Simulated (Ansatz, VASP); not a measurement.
## Two plane-wave programs on Si2Hg

```
CELL_PARAMETERS angstrom
1.93920 3.35879 0.00000
-1.93920 3.35879 0.00000
0.00000 0.00000 4.15489
ATOMIC_POSITIONS crystal
Si 0.33330 0.33340 0.50000
Si 0.66660 0.66670 0.50000
Hg 0.00000 0.00000 0.00000
```

The cell was built by a generator and needn't be a form met in nature.

Alike in both runs: task single point; functional PBE; k mesh 5 × 5 × 4; occupations gaussian, width 0.271 eV; no spin polarisation.

```csv
,VASP,Ansatz
version,VASP 6.6.1,Ansatz 0.2.0
potentials or method,"VASP PAW PBE potentials, release 64 (Si, Hg)",PAW plane waves
plane-wave cutoff (eV),520,420
valence electrons in the cell,20,28
```

Ansatz gave:

- gap on the k mesh at the Fermi level (eV): none
- pressure (GPa): 13.1
- largest component of the traceless stress (GPa): 5.50

**Question.** Which values does VASP return?

**Answer.** gap on the k mesh at the Fermi level (eV): none; pressure (GPa): 13.2; largest component of the traceless stress (GPa): 5.31.

A gap of «none» marks a metal or a gap that the smearing closes. The functional is the same, so the differences come from potentials, cutoffs and numerics. The two sets of potentials don't hold the same shells in valence. Ansatz warned: «structure_snapped_to_symmetry».

Caveats: the k mesh is coarse (spacing up to 0.38 Å⁻¹), so the values aren't converged. The runs have no spin-orbit coupling, so splittings on Hg are missing.
